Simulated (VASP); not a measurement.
Given:

```
CELL_PARAMETERS angstrom
      0.00000     4.38774     4.38774
      4.38774     0.00000     4.38774
      4.38774     4.38774     0.00000
ATOMIC_POSITIONS crystal
  Zr 0.12500 0.12500 0.12500
  Zr 0.62500 0.12500 0.12500
  Zr 0.12500 0.62500 0.12500
  Zr 0.12500 0.12500 0.62500
  Zn 0.75000 0.75000 0.75000
  Zn 0.50000 0.50000 0.50000
```

Method: PBE GGA, VASP's PBE PAW potentials (set 64) (plane waves; VASP 6.6.1). Numerical set-up: 300 eV cut-off, 3×3×3 Γ-centred mesh, Gaussian smearing of 0.050 eV, potentials Zr_sv Zn.

At this cut-off the stress carries a Pulay error, which pulls relaxed volumes low.

Task: Predict the energy per atom (σ→0), pressure, band gap (on the k-mesh) with the smallest direct gap where there is one.

Result: 
| Quantity | Result |
|---|---|
| band gap (on the k-mesh) | none (metal, semimetal or under 0.01 eV) |
| energy per atom (σ→0) | -5.369 eV/atom |
| pressure | -10.87 GPa |

The structure was generated: Zr2Zn was put into an ordered model structure, which need not be its known phase. The cell was not relaxed at this level. The k-mesh is coarse (spacing up to 0.41 per Å, 2π included), so the numbers may not be converged in it.
